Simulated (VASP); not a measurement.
Consider the following.

```
CELL_PARAMETERS angstrom
      2.88000     0.00000     0.00000
      0.00000     2.88000     0.00000
      0.00000     0.00000     2.88000
ATOMIC_POSITIONS crystal
  Cr 0.00000 0.00000 0.00000
  Cr 0.50000 0.50000 0.50000
```
Starting moments (μB, in the order of the record's atoms Cr Cr): 1.5 -1.5.

Level of theory: PBE GGA with D3 dispersion (zero damping), VASP's PBE PAW potentials (set 64) (plane waves; VASP). Settings: 520 eV cut-off, 11×11×11 Γ-centred mesh, first-order Methfessel-Paxton smearing of 0.10 eV, potentials Cr_pv.

Energy and stress use the plane-wave basis of the starting cell.

### Question
The ions, cell shape and volume are relaxed. Predict the relaxed structure.

### Answer

```
CELL_PARAMETERS angstrom
      2.83180     0.00000     0.00000
      0.00000     2.83180     0.00000
      0.00000     0.00000     2.83180
ATOMIC_POSITIONS crystal
  Cr 0.00000 0.00000 0.00000
  Cr 0.50000 0.50000 0.50000
```
Space group Im-3m (229), at a tolerance of 0.03 Å. The cell ends with 0.00 μB, on the sites 0.89 -0.89 μB.

### Question
How do energy and volume change from the first to the last step?

### Answer
The energy (σ→0) changes by -19.7 meV/atom and the volume by -4.9 %, in 3 ionic steps.

The compound is Cr in the bcc, AFM order structure. This run relaxes it. Symmetry was kept, so distortions that lower it aren't found.
